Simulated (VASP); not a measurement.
# LiZr4N3 (P4/mmm) in VASP: notebook

Runs on LiZr4N3. Level: PBE. Tasks: relaxation of cell and atoms.

Everything below comes from runs of VASP 6.6.1. Logs are shortened: lines on timing, memory, paths and dates and some standing lists are left out, and cuts for length are marked.

**1. The crystal as given**

Symmetry: P4/mmm, No. 123, tetragonal system. Conventional cell: a = 3.340 Å, b = 3.340 Å, c = 9.420 Å, α = 90.00°, β = 90.00°, γ = 90.00°. Around Li (site symmetry 4/mmm) lie 6 Zr at 2.35 to 2.36 Å. Zr (site symmetry 4mm) is surrounded by 5 N at 2.35 to 2.36 Å and 1 Li at 2.36 Å. Zr (site symmetry 4/mmm) has 6 N at 2.35 to 2.36 Å as nearest neighbours. Zr (site symmetry 4/mmm) has 2 N at 2.35 to 2.36 Å and 4 Li at 2.36 Å as nearest neighbours. N (site symmetry 4/mmm) is surrounded by 6 Zr at 2.35 to 2.36 Å. N (site symmetry 4mm) is surrounded by 6 Zr at 2.35 to 2.36 Å.

The cell was built by a generator and needn't be a form met in nature.

**2. Relaxation of cell and atoms, PBE**

Contents of INCAR:

```
PREC = Normal
ENCUT = 520
EDIFF = 1E-4
ISMEAR = 0
SIGMA = 0.15
LREAL = False
LASPH = True
NELM = 60
ALGO = Fast
ISIF = 3
LWAVE = False
LCHARG = False
GGA = PE
IBRION = 2
NSW = 24
EDIFFG = -0.08
KPAR = 2
```

Contents of KPOINTS:

```
Automatic mesh
0
Gamma
  4 4 2
```

Contents of POSCAR:

```
LiZr4N3
1.0
    3.3400000000      0.0000000000      0.0000000000
    0.0000000000      3.3400000000      0.0000000000
    0.0000000000      0.0000000000      9.4200000000
Li Zr N
1 4 3
Direct
    0.0000000000      0.0000000000      0.0000000000
    0.0000000000      0.0000000000      0.7500000000
    0.0000000000      0.0000000000      0.2500000000
    0.5000000000      0.5000000000      0.5000000000
    0.5000000000      0.5000000000      0.0000000000
    0.0000000000      0.0000000000      0.5000000000
    0.5000000000      0.5000000000      0.7500000000
    0.5000000000      0.5000000000      0.2500000000
```

Potentials or basis: VASP PAW PBE potentials, release 64 (Li_sv, Zr_sv, N).

Started as:

```console
> cat potpaw_PBE.64/Li_sv/POTCAR potpaw_PBE.64/Zr_sv/POTCAR potpaw_PBE.64/N/POTCAR > POTCAR
> mpirun -np 2 vasp_std > vasp.out
```

OUTCAR:

```text
PREC = Normal
   ENCUT = 520
   EDIFF = 1E-4
   ISMEAR = 0
   LREAL = False
   LASPH = True
   NELM = 60
   ISIF = 3
   GGA = PE
   IBRION = 2
   NSW = 24
   EDIFFG = -0.08

 ion  position               nearest neighbor table
   1  0.000  0.000  0.000-   2 2.35   3 2.35   5 2.36   5 2.36   5 2.36   5 2.36
   2  0.000  0.000  0.750-   1 2.35   6 2.35   7 2.36   7 2.36   7 2.36   7 2.36   5 3.34   4 3.34
                             4 3.34   5 3.34   5 3.34   4 3.34   5 3.34   4 3.34
   3  0.000  0.000  0.250-   1 2.35   6 2.35   8 2.36   8 2.36   8 2.36   8 2.36   5 3.34   4 3.34
                             4 3.34   5 3.34   5 3.34   4 3.34   5 3.34   4 3.34
   4  0.500  0.500  0.500-   7 2.35   8 2.35   6 2.36   6 2.36   6 2.36   6 2.36   3 3.34   3 3.34
                             2 3.34   3 3.34   2 3.34   2 3.34   3 3.34   2 3.34
   5  0.500  0.500  0.000-   7 2.35   8 2.35   1 2.36   1 2.36   1 2.36   1 2.36   2 3.34   3 3.34
                             3 3.34   2 3.34   3 3.34   2 3.34   2 3.34   3 3.34
   6  0.000  0.000  0.500-   2 2.35   3 2.35   4 2.36   4 2.36   4 2.36   4 2.36
   7  0.500  0.500  0.750-   4 2.35   5 2.35   2 2.36   2 2.36   2 2.36   2 2.36
   8  0.500  0.500  0.250-   4 2.35   5 2.35   3 2.36   3 2.36   3 2.36   3 2.36

  LATTYP: Found a simple tetragonal cell.
 ALAT       =     3.3400000000
 C/A-ratio  =     2.8203592814

  Lattice vectors:

 A1 = (   3.3400000000,   0.0000000000,   0.0000000000)
 A2 = (   0.0000000000,   3.3400000000,   0.0000000000)
 A3 = (   0.0000000000,   0.0000000000,   9.4200000000)

Analysis of symmetry for initial positions (statically):
=====================================================================
 Subroutine PRICEL returns:
 Original cell was already a primitive cell.

 Routine SETGRP: Setting up the symmetry group for a
 simple tetragonal supercell.

 Subroutine GETGRP returns: Found 16 space group operations
 (whereof 16 operations were pure point group operations)
 out of a pool of 16 trial point group operations.

The static configuration has the point symmetry D_4h.

Analysis of symmetry for dynamics (positions and initial velocities):
=====================================================================
 Subroutine PRICEL returns:
 Original cell was already a primitive cell.

 Routine SETGRP: Setting up the symmetry group for a
 simple tetragonal supercell.

 Subroutine GETGRP returns: Found 16 space group operations
 (whereof 16 operations were pure point group operations)
 out of a pool of 16 trial point group operations.

The dynamic configuration has the point symmetry D_4h.

 Subroutine INISYM returns: Found 16 space group operations
 (whereof 16 operations are pure point group operations),
 and found     1 'primitive' translations

----------------------------------------------------------------------------------------
[... 90 lines left out ...]
   ENCUT  =  520.0 eV  38.22 Ry    6.18 a.u.   6.21  6.21 17.51*2*pi/ulx,y,z
   NELM   =     60;   NELMIN=  2; NELMDL= -5     # of ELM steps
   EDIFF  = 0.1E-03   stopping-criterion for ELM
   LREAL  =      F    real-space projection
   EDIFFG = -.8E-01   stopping-criterion for IOM
   NSW    =     24    number of steps for IOM
   IBRION =      2    ionic relax: 0-MD 1-quasi-New 2-CG
   NFREE  =      1    steps in history (QN), initial steepest desc. (CG)
   ISIF   =      3    stress and relaxation
   ISYM   =      2    0-nonsym 1-usesym 2-fastsym
   POTIM  = 0.5000    time-step for ionic-motion
   TEBEG  =    0.0;   TEEND  =   0.0 temperature during run
   PSTRESS=    0.0 pullay stress
   NELECT =      66.0000    total number of electrons
   NUPDOWN=      -1.0000    fix difference up-down
   EMIN   =  10.00;   EMAX   =-10.00  energy-range for DOS
   EFERMI =   0.00;   METHOD = LEGACY
   ISMEAR =     0;   SIGMA  =   0.15  broadening in eV -4-tet -1-fermi 0-gaus
   EFERMI_NEDOS =   21; number of points for ismear=-14 and -15
   IALGO  =     68    algorithm
   IMIX   =      4    mixing-type and parameters
     AMIX     =   0.40;   BMIX     =  1.00
     AMIX_MAG =   1.60;   BMIX_MAG =  1.00
  volume/ion in A,a.u.               =      13.14        88.64
  Fermi-wavevector in a.u.,A,eV,Ry     =   1.401979  2.649356 26.742868  1.965545
  Thomas-Fermi vector in A             =   2.524787
   LORBIT       =      0    0 simple, 1 ext, 2 COOP (PROOUT), +10 PAW based schemes
   GGA     = PE    functional components
   LHFCALC =     F    Hartree Fock is set to
   AEXX    =    0.0000 exact exchange contribution
   IVDW    =     0    specifies the selected vdW correction
   LEPSILON=     F    determine dielectric tensor
   LRPA    =     F    only Hartree local field effects (RPA)
 conjugate gradient relaxation of ions
 non-spin polarized calculation
 RMM-DIIS sequential band-by-band and
 Gauss-broadening in eV      SIGMA  =   0.15
  energy-cutoff  :      520.00
  volume of cell :      105.09
 maximum number of plane-waves:      2859
   NGX = 13   NGY = 13   NGZ = 35

--------------------------------------- Ionic step        1  -------------------------------------------

 number of electron      66.0000003 magnetization

 Free energy of the ion-electron system (eV)
  ---------------------------------------------------
  ext. energy  EPLUGINS =         0.00000000
  ---------------------------------------------------
  free energy    TOTEN  =       -68.08036282 eV

  energy without entropy =      -68.01712082  energy(sigma->0) =      -68.04874182

------------------------ aborting loop EDIFF was not reached (unconverged)  ----------------------------

  FORCE on cell =-STRESS in cart. coord.  units (eV):
  Direction    XX          YY          ZZ          XY          YZ          ZX
  --------------------------------------------------------------------------------------
  -------------------------------------------------------------------------------------
  Total       -1.9291554     -1.9291554      1.6967638      0.0000000      0.0000000      0.0000000
  in kB      -29.4126372    -29.4126372     25.8695064      0.0000000      0.0000000      0.0000000
  external PRESSURE =     -10.9852560 kB  Pullay stress =       0.0000000 kB
[... 323 lines left out ...]
--------------------------------------- Ionic step        9  -------------------------------------------

 number of electron      65.9999980 magnetization

 Free energy of the ion-electron system (eV)
  ---------------------------------------------------
  ext. energy  EPLUGINS =         0.00000000
  ---------------------------------------------------
  free energy    TOTEN  =       -68.45963271 eV

  energy without entropy =      -68.39667671  energy(sigma->0) =      -68.42815471

 E-fermi :  10.2211     XC(G=0): -11.8664

 val. band max:       10.2009974146   @ k =   0.5000   0.0000   0.5000
 cond. band min:      10.2257692790   @ k =   0.0000   0.0000   0.0000
 fundamental gap:      0.0247718643
 Fermi energy:        10.2210653902

 k-point     1 :       0.0000    0.0000    0.0000
  band No.  band energies     occupation
      1     -39.3263      2.00000
      2     -39.2347      2.00000
      3     -39.1936      2.00000
      4     -38.1599      2.00000
      5     -35.1772      2.00000
      6     -17.6942      2.00000
[... 528 lines left out ...]
  FREE ENERGIE OF THE ION-ELECTRON SYSTEM (eV)
  ---------------------------------------------------
  free  energy   TOTEN  =       -68.4596327053 eV

  energy  without entropy=      -68.3966767103  energy(sigma->0) =      -68.42815471

 reached required accuracy - stopping structural energy minimisation
```

OSZICAR:

```text
N       E                     dE             d eps       ncg     rms          rms(c)
DAV:   1     0.671389219824E+03    0.67139E+03   -0.35316E+04   936   0.173E+03
DAV:   2    -0.111060799525E+02   -0.68250E+03   -0.66415E+03  1083   0.493E+02
DAV:   3    -0.758461291942E+02   -0.64740E+02   -0.63590E+02  1432   0.123E+02
DAV:   4    -0.804262199656E+02   -0.45801E+01   -0.45575E+01  1392   0.296E+01
[... 232 lines left out ...]
DAV:   1    -0.684597577127E+02   -0.36745E-02   -0.10202E+00   978   0.595E+00    0.304E-01
RMM:   2    -0.684598272988E+02   -0.69586E-04   -0.16597E-02  1037   0.752E-01    0.149E-01
RMM:   3    -0.684596024139E+02    0.22488E-03   -0.39059E-03  1104   0.293E-01    0.645E-02
RMM:   4    -0.684596143774E+02   -0.11963E-04   -0.12451E-03   868   0.136E-01    0.338E-02
RMM:   5    -0.684596327053E+02   -0.18328E-04   -0.45013E-04   736   0.789E-02
   9 F= -.68459633E+02 E0= -.68428155E+02  d E =-.354479E-02
```

CONTCAR:

```text
LiZr4N3
   1.00000000000000
     3.3280078624347178    0.0000000000000000    0.0000000000000000
     0.0000000000000000    3.3280078624347178    0.0000000000000000
     0.0000000000000000    0.0000000000000000    9.5767340198374598
  Li              Zr              N
     1     4     3
Direct
     0.0000000000000000    0.0000000000000000    1.0000000000000000
     0.0000000000000000    0.0000000000000000    0.7346827251365774
     0.0000000000000000    0.0000000000000000    0.2653172748634228
     0.5000000000000000    0.5000000000000000    0.5000000000000000
     0.5000000000000000    0.5000000000000000    1.0000000000000000
     0.0000000000000000    0.0000000000000000    0.5000000000000000
     0.5000000000000000    0.5000000000000000    0.7379637551109066
     0.5000000000000000    0.5000000000000000    0.2620362448890934

  0.00000000E+00  0.00000000E+00  0.00000000E+00
  0.00000000E+00  0.00000000E+00  0.00000000E+00
  0.00000000E+00  0.00000000E+00  0.00000000E+00
  0.00000000E+00  0.00000000E+00  0.00000000E+00
  0.00000000E+00  0.00000000E+00  0.00000000E+00
  0.00000000E+00  0.00000000E+00  0.00000000E+00
  0.00000000E+00  0.00000000E+00  0.00000000E+00
  0.00000000E+00  0.00000000E+00  0.00000000E+00
```

It took 6.2 min on 2 MPI ranks of AMD EPYC 7R43 (Zen 3), shared host; peak memory 0.15 GiB.

These settings aren't checked as converged: the numbers below hold their error.

Results:

| Item | Value |
| --- | --- |
| Free energy | -68.4596 eV |
| Relaxed volume | 13.26 Å³/atom |
| Relaxed cell | a = 3.328 Å, b = 3.328 Å, c = 9.577 Å, α = 90.00°, β = 90.00°, γ = 90.00° |
| Space group after relaxing (to 0.05 Å) | P4/mmm (No. 123) |
| Energy gained by relaxing | 47.4 meV/atom |
| Ionic steps | 9 |
| Largest force after relaxing | 0.073 eV/Å |
| Band gap on the k mesh | none (metal or under the smearing width) |

Caveat: the k mesh is coarse (spacing up to 0.47 Å⁻¹), so the values aren't converged; the cutoff is under 1.25 times the usual one of these potentials, so pressure, stress and relaxed cells hold a basis-set (Pulay) error; the relaxation stopped at a loose force limit of 0.08 eV/Å, so its end isn't a converged minimum.

**3. Relaxation of cell and atoms, PBE**

This run uses another cell than the first one, of 15.74 Å³/atom, 1.198 times its volume.

INCAR is that of step 2.

Contents of KPOINTS:

```
Automatic mesh
0
Gamma
  3 3 3
```

Contents of POSCAR:

```
LiZr4N3
1.0
    0.0000000000      3.9779461200      3.9779461200
    3.9779461200      0.0000000000      3.9779461200
    3.9779461200      3.9779461200      0.0000000000
Li Zr N
1 4 3
Direct
    0.5000000000      0.5000000000      0.5000000000
    0.1269391500      0.6191825500      0.1269391500
    0.1269391500      0.1269391500      0.1269391500
    0.6191825500      0.1269391500      0.1269391500
    0.1269391500      0.1269391500      0.6191825500
    0.7500000000      0.7500000000      0.7500000000
    0.0000000000      0.0000000000      0.0000000000
    0.2500000000      0.2500000000      0.2500000000
```

Potentials or basis: VASP PAW PBE potentials, release 64 (Li_sv, Zr_sv, N).

Started as:

```console
> cat potpaw_PBE.64/Li_sv/POTCAR potpaw_PBE.64/Zr_sv/POTCAR potpaw_PBE.64/N/POTCAR > POTCAR
> mpirun -np 2 vasp_std > vasp.out
```

OUTCAR:

```text
PREC = Normal
   ENCUT = 520
   EDIFF = 1E-4
   ISMEAR = 0
   LREAL = False
   LASPH = True
   NELM = 60
   ISIF = 3
   GGA = PE
   IBRION = 2
   NSW = 24
   EDIFFG = -0.08

 ion  position               nearest neighbor table
   1  0.500  0.500  0.500-
   2  0.127  0.619  0.127-   8 1.70   7 1.75   5 2.77   3 2.77   4 2.77   5 2.86   3 2.86   4 2.86

   3  0.127  0.127  0.127-   8 1.70   7 1.75   5 2.77   2 2.77   4 2.77   5 2.86   2 2.86   4 2.86

   4  0.619  0.127  0.127-   8 1.70   7 1.75   5 2.77   2 2.77   3 2.77   2 2.86   3 2.86   5 2.86

   5  0.127  0.127  0.619-   8 1.70   7 1.75   4 2.77   2 2.77   3 2.77   3 2.86   2 2.86   4 2.86

   6  0.750  0.750  0.750-
   7  0.000  0.000  0.000-   3 1.75   2 1.75   4 1.75   5 1.75
   8  0.250  0.250  0.250-   2 1.70   4 1.70   5 1.70   3 1.70

  LATTYP: Found a face centered cubic cell.
 ALAT       =     7.9558922400

[... 472 lines left out ...]

[... ionic steps 4 to 10 ...]

--------------------------------------- Ionic step       11  -------------------------------------------

 number of electron      65.9999991 magnetization

------------------------ aborting loop because EDIFF is reached ----------------------------------------
[... 79 lines left out ...]
--------------------------------------- Ionic step       13  -------------------------------------------

 number of electron      65.9999985 magnetization

 Free energy of the ion-electron system (eV)
  ---------------------------------------------------
  ext. energy  EPLUGINS =         0.00000000
  ---------------------------------------------------
  free energy    TOTEN  =       -54.79960798 eV

  energy without entropy =      -54.61532493  energy(sigma->0) =      -54.70746646

 E-fermi :   3.5241     XC(G=0):  -8.6652

 val. band max:        3.4922795406   @ k =  -0.3333   0.3333   0.0000
 cond. band min:       3.5585017941   @ k =   0.3333   0.3333   0.0000
 fundamental gap:      0.0662222534
 Fermi energy:         3.5241045953

 k-point     1 :       0.0000    0.0000    0.0000
  band No.  band energies     occupation
      1     -45.8968      2.00000
      2     -45.8106      2.00000
      3     -45.8106      2.00000
      4     -45.8106      2.00000
      5     -43.2972      2.00000
      6     -25.0495      2.00000
[... 192 lines left out ...]
  FREE ENERGIE OF THE ION-ELECTRON SYSTEM (eV)
  ---------------------------------------------------
  free  energy   TOTEN  =       -54.7996079817 eV

  energy  without entropy=      -54.6153249328  energy(sigma->0) =      -54.70746646

 reached required accuracy - stopping structural energy minimisation
```

Run time: 7.3 min. Hardware: 2 MPI ranks of AMD EPYC 7R43 (Zen 3), shared host; peak memory 0.16 GiB.

The run converged, but some of its settings lie outside the range that counts as converged, so its numbers aren't taken as properties of the crystal.

What came out:

```
Free energy                            : -54.7996 eV
Relaxed volume                         : 25.30 Å³/atom
Relaxed cell                           : a = 6.590 Å, b = 6.590 Å, c = 6.590 Å, α = 60.00°, β = 60.00°, γ = 60.00°
Space group after relaxing (to 0.05 Å) : F-43m (No. 216)
Energy gained by relaxing              : 1991.3 meV/atom
Ionic steps                            : 13
Largest force after relaxing           : 0.069 eV/Å
Band gap on the k mesh                 : none (metal or under the smearing width)
```

Caveat: the k mesh is coarse (spacing up to 0.46 Å⁻¹), so the values aren't converged; the cutoff is under 1.25 times the usual one of these potentials, so pressure, stress and relaxed cells hold a basis-set (Pulay) error; the volume moved by over 15 % at a fixed basis, so the end points are rough; the relaxation stopped at a loose force limit of 0.08 eV/Å, so its end isn't a converged minimum.
